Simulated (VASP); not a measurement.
# VSn7O16 (a cell with a defect) in VASP: single point with PBEsol+U

Aim: the single point of VSn7O16 (a cell with a defect) with PBEsol+U.

All numbers are computed with VASP 6.6.1; they aren't measurements. Logs are shortened: lines on timing, memory, paths and dates and some standing lists are left out, and cuts for length are marked.

### 1 The structure

The cell holds a defect, 24 atoms: a = 9.475 Å, b = 6.700 Å, c = 7.941 Å, α = 65.05°, β = 53.37°, γ = 45.00°.

### 2 Single point, PBEsol+U

INCAR

```
PREC = Accurate ; ENCUT = 450
EDIFF = 1E-5 ; ISMEAR = 0
SIGMA = 0.03 ; LREAL = Auto
LASPH = True ; NELM = 120
ALGO = Normal ; ISIF = 2
LWAVE = False ; LCHARG = False
LMAXMIX = 4 ; LDAU = True
LDAUTYPE = 2 ; LDAUL = 2 -1 -1
LDAUU = 3 0 0 ; LDAUJ = 0 0 0
LDAUPRINT = 1 ; GGA = PS
NBANDS = 122 ; LORBIT = 11
KPAR = 4
```

KPOINTS

```
Automatic mesh
0
Gamma
  3 3 2
```

POSCAR

```
VSn7O16
1.0
    9.4747000000      0.0000000000      0.0000000000
    4.7373500000      4.7373500000      0.0000000000
    4.7373500000      0.0000000000      6.3728000000
V Sn O
1 7 16
Direct
    0.0000000000      0.0000000000      0.0000000000
    0.2500000000      0.0000000000      0.5000000000
    0.5000000000      0.0000000000      0.0000000000
    0.7500000000      0.0000000000      0.5000000000
    0.8750000000      0.5000000000      0.2500000000
    0.1250000000      0.5000000000      0.7500000000
    0.3750000000      0.5000000000      0.2500000000
    0.6250000000      0.5000000000      0.7500000000
    0.0000000000      0.3056200000      0.0000000000
    0.2500000000      0.3056200000      0.5000000000
    0.5000000000      0.3056200000      0.0000000000
    0.7500000000      0.3056200000      0.5000000000
    0.5693800000      0.8056200000      0.2500000000
    0.8193800000      0.8056200000      0.7500000000
    0.0693800000      0.8056200000      0.2500000000
    0.3193800000      0.8056200000      0.7500000000
    0.0000000000      0.6943800000      0.0000000000
    0.2500000000      0.6943800000      0.5000000000
    0.5000000000      0.6943800000      0.0000000000
    0.7500000000      0.6943800000      0.5000000000
    0.1806200000      0.1943800000      0.2500000000
    0.4306200000      0.1943800000      0.7500000000
    0.6806200000      0.1943800000      0.2500000000
    0.9306200000      0.1943800000      0.7500000000
```

Potentials or basis: VASP PAW PBE potentials, release 64 (V_sv, Sn_d, O).

Launch:

```console
$ cat potpaw_PBE.64/V_sv/POTCAR potpaw_PBE.64/Sn_d/POTCAR potpaw_PBE.64/O/POTCAR > POTCAR
$ mpirun -np 4 vasp_std > vasp.out
```

OUTCAR:

```text
PREC = Accurate
   ENCUT = 450
   EDIFF = 1E-5
   ISMEAR = 0
   LREAL = Auto
   LASPH = True
   NELM = 120
   ISIF = 2
   GGA = PS
   LORBIT = 11

 ion  position               nearest neighbor table
   1  0.000  0.000  0.000-   9 2.05  17 2.05  16 2.06  15 2.06  23 2.06  24 2.06   4 3.19   2 3.19

   2  0.250  0.000  0.500-  10 2.05  18 2.05  16 2.06  13 2.06  21 2.06  24 2.06   1 3.19   3 3.19
                             6 3.71   5 3.71   7 3.71   8 3.71   6 3.71   7 3.71   8 3.71   5 3.71
   3  0.500  0.000  0.000-  11 2.05  19 2.05  14 2.06  13 2.06  21 2.06  22 2.06   2 3.19   4 3.19
                             7 3.71   6 3.71   8 3.71   5 3.71   5 3.71   7 3.71   8 3.71   6 3.71
   4  0.750  0.000  0.500-  12 2.05  20 2.05  15 2.06  14 2.06  22 2.06  23 2.06   3 3.19   1 3.19
                             8 3.71   7 3.71   5 3.71   6 3.71   5 3.71   6 3.71   8 3.71   7 3.71
   5  0.875  0.500  0.250-  13 2.05  21 2.05   9 2.06  17 2.06  20 2.06  12 2.06   8 3.19   6 3.19
                             3 3.71   4 3.71   2 3.71   2 3.71   4 3.71   3 3.71
   6  0.125  0.500  0.750-  14 2.05  22 2.05   9 2.06  17 2.06  18 2.06  10 2.06   5 3.19   7 3.19
                             4 3.71   2 3.71   3 3.71   2 3.71   3 3.71   4 3.71
   7  0.375  0.500  0.250-  15 2.05  23 2.05  10 2.06  18 2.06  19 2.06  11 2.06   6 3.19   8 3.19
                             2 3.71   3 3.71   4 3.71   3 3.71   4 3.71   2 3.71
   8  0.625  0.500  0.750-  16 2.05  24 2.05  11 2.06  19 2.06  20 2.06  12 2.06   7 3.19   5 3.19
                             2 3.71   3 3.71   4 3.71   4 3.71   3 3.71   2 3.71
   9  0.000  0.306  0.000-   1 2.05   5 2.06   6 2.06
  10  0.250  0.306  0.500-   2 2.05   6 2.06   7 2.06
  11  0.500  0.306  0.000-   3 2.05   7 2.06   8 2.06
  12  0.750  0.306  0.500-   4 2.05   5 2.06   8 2.06
  13  0.569  0.806  0.250-   5 2.05   3 2.06   2 2.06
  14  0.819  0.806  0.750-   6 2.05   4 2.06   3 2.06
[... 8 lines left out ...]
  23  0.681  0.194  0.250-   7 2.05   4 2.06   1 2.06
  24  0.931  0.194  0.750-   8 2.05   2 2.06   1 2.06

  LATTYP: Found a body centered tetragonal cell.
 ALAT       =     6.6996246197
 C/A-ratio  =     1.9024349458

  Lattice vectors:

 A1 = (   0.0000000000,  -4.7373500000,  -6.3728000000)
 A2 = (   0.0000000000,   4.7373500000,  -6.3728000000)
 A3 = (   4.7373500000,   0.0000000000,   6.3728000000)

Analysis of symmetry for initial positions (statically):
=====================================================================
 Subroutine PRICEL returns:
 Original cell was already a primitive cell.

 Routine SETGRP: Setting up the symmetry group for a
 body centered tetragonal supercell.

 Subroutine GETGRP returns: Found  8 space group operations
[... 239 lines left out ...]
  o =  0.2877  v =  0.0000  0.0000  0.0000  0.0000  0.0000 -0.8062 -0.0000  0.5916  0.0000  0.0000      0.0000  0.0000  0.0000  0.0000  0.0000  0.0000  0.0000  0.0000  0.0000  0.0000
  o =  0.2877  v = -0.8062 -0.0000  0.5916  0.0000  0.0000  0.0000  0.0000  0.0000  0.0000  0.0000      0.0000  0.0000  0.0000  0.0000  0.0000  0.0000  0.0000  0.0000  0.0000  0.0000
  o =  0.4913  v =  0.0000  0.0000  0.0000  0.0000  0.0000 -0.5916  0.0000 -0.8062 -0.0000 -0.0000      0.0000  0.0000  0.0000  0.0000  0.0000  0.0000  0.0000  0.0000  0.0000  0.0000
  o =  0.4913  v = -0.5916  0.0000 -0.8062 -0.0000 -0.0000  0.0000  0.0000  0.0000  0.0000  0.0000      0.0000  0.0000  0.0000  0.0000  0.0000  0.0000  0.0000  0.0000  0.0000  0.0000

 number of electron     207.0000013 magnetization

 Free energy of the ion-electron system (eV)
  ---------------------------------------------------
  ext. energy  EPLUGINS =         0.00000000
  ---------------------------------------------------
  free energy    TOTEN  =      -161.88285645 eV

  energy without entropy =     -161.87495855  energy(sigma->0) =     -161.87890750

 E-fermi :   6.7432     XC(G=0): -11.4794

 val. band max:        6.7331923809   @ k =   0.3333   0.0000   0.0000
 cond. band min:       6.7446243250   @ k =  -0.3333   0.3333  -0.0000
 fundamental gap:      0.0114319440
 Fermi energy:         6.7432478656

 k-point     1 :       0.0000    0.0000    0.0000
  band No.  band energies     occupation
      1     -59.3933      2.00000
      2     -33.7301      2.00000
      3     -33.0802      2.00000
      4     -32.8912      2.00000
      5     -15.3216      2.00000
      6     -15.1210      2.00000
[... 1169 lines left out ...]
    114      11.5269      0.00000
    115      12.0942      0.00000
 [bands above 115 left out]

------------------------ aborting loop because EDIFF is reached ----------------------------------------

  FORCE on cell =-STRESS in cart. coord.  units (eV):
  Direction    XX          YY          ZZ          XY          YZ          ZX
  --------------------------------------------------------------------------------------
  -------------------------------------------------------------------------------------
  Total       -1.7126300     -1.7126300     -0.3844652     -1.1013529      0.0000000      0.0000000
  in kB       -9.5927450     -9.5927450     -2.1534578     -6.1688732      0.0000000      0.0000000
  external PRESSURE =      -7.1129826 kB  Pullay stress =       0.0000000 kB

 VOLUME and BASIS-vectors are now :
 -----------------------------------------------------------------------------
  energy-cutoff  :      450.00
  volume of cell :      286.04
      direct lattice vectors                 reciprocal lattice vectors
     9.474700000  0.000000000  0.000000000     0.105544239 -0.105544239 -0.078458448
     4.737350000  4.737350000  0.000000000     0.000000000  0.211088478  0.000000000
     4.737350000  0.000000000  6.372800000     0.000000000  0.000000000  0.156916897

 POSITION                                       TOTAL-FORCE (eV/Angst)
 -----------------------------------------------------------------------------------
      0.00000      0.00000      0.00000         0.000000      0.000000      0.000000
      4.73735      0.00000      3.18640        -0.000000      0.000000      0.197143
      4.73735      0.00000      0.00000         0.000000      0.000000      0.000000
      9.47470      0.00000      3.18640         0.000000      0.000000     -0.197143
     11.84337      2.36868      1.59320         0.000000      0.000000      0.176284
      7.10603      2.36868      4.77960        -0.000000      0.000000     -0.176284
[... 16 lines left out ...]
      8.55385      0.92085      1.59320         0.851024     -0.851024     -1.362100
     13.29120      0.92085      4.77960         0.851024     -0.851024      1.362100
 -----------------------------------------------------------------------------------
    total drift:                                0.000000      0.000000      0.000000

  FREE ENERGIE OF THE ION-ELECTRON SYSTEM (eV)
  ---------------------------------------------------
  free  energy   TOTEN  =      -161.8828564461 eV

  energy  without entropy=     -161.8749585503  energy(sigma->0) =     -161.87890750

 total charge

# of ion       s       p       d       tot
------------------------------------------
    1        2.238   6.238   2.600  11.076
    2        0.890   1.109  10.393  12.392
    3        0.885   1.116  10.393  12.394
    4        0.890   1.109  10.393  12.392
    5        0.887   1.114  10.391  12.392
    6        0.887   1.114  10.391  12.392
[... 16 lines left out ...]
   23        1.567   3.460   0.000   5.027
   24        1.567   3.460   0.000   5.027
--------------------------------------------------
tot         33.517  69.789  75.341 178.647
```

Run time: 2.3 min. Hardware: 4 MPI ranks of Intel Xeon 6975P-C (Granite Rapids), shared host; peak memory 0.53 GiB.

What came out:

* Free energy: -161.8829 eV
* Largest force: 1.966 eV/Å
* Band gap on the k mesh: none (metal or under the smearing width)
* Valence electrons inside the program's atomic spheres: V 11.08; Sn 12.39; O 5.03, 5.07

Forces on the atoms (eV/Å):
```
V    0.000  0.000  0.000
Sn   0.000  0.000  0.197
Sn   0.000  0.000  0.000
Sn   0.000  0.000 -0.197
Sn   0.000  0.000  0.176
Sn   0.000  0.000 -0.176
Sn   0.000  0.000 -0.248
Sn   0.000  0.000  0.248
O   -1.390 -1.390  0.000
O   -0.004 -0.004  0.053
O   -0.052 -0.052  0.000
O   -0.004 -0.004 -0.053
O    0.045 -0.045 -0.047
O    0.045 -0.045  0.047
O   -0.851  0.851 -1.362
O   -0.851  0.851  1.362
O    1.390  1.390  0.000
O    0.004  0.004  0.053
O    0.052  0.052  0.000
O    0.004  0.004 -0.053
O   -0.045  0.045 -0.047
O   -0.045  0.045  0.047
O    0.851 -0.851 -1.362
O    0.851 -0.851  1.362
```

Levels at points of the mesh, in eV from the Fermi level:
| k point | band 100 | band 101 | band 102 | band 103 | band 104 | band 105 | band 106 | band 107 |
| --- | --- | --- | --- | --- | --- | --- | --- | --- |
| (0.00, 0.00, 0.00) | -1.90 | -1.85 | -1.80 | -1.09 | 0.05 | 0.52 | 0.83 | 1.04 |
| (0.00, 0.00, 0.50) | -1.88 | -1.86 | -1.59 | -1.58 | -0.15 | 0.88 | 1.02 | 1.61 |

Eigenvalues of the final occupation matrices:
| site | spin | trace | eigenvalues |
| --- | --- | --- | --- |
| site 1 d | 1 | 1.31 | 0.14 0.14 0.26 0.29 0.49 |
| site 1 d | 2 | 1.31 | 0.14 0.14 0.26 0.29 0.49 |

Caveat: the k mesh is coarse (spacing up to 0.49 Å⁻¹), so the values aren't converged; the cutoff is under 1.25 times the usual one of these potentials, so pressure, stress and relaxed cells hold a basis-set (Pulay) error; the PAW data sets were made with another functional, which shifts forces and pressure a little; an odd number of electrons without spin polarisation forces a metal; a magnetic or distorted state may lie lower; the run has no spin polarisation, though such a crystal can be magnetic; U without spin polarisation on a metal has little footing.
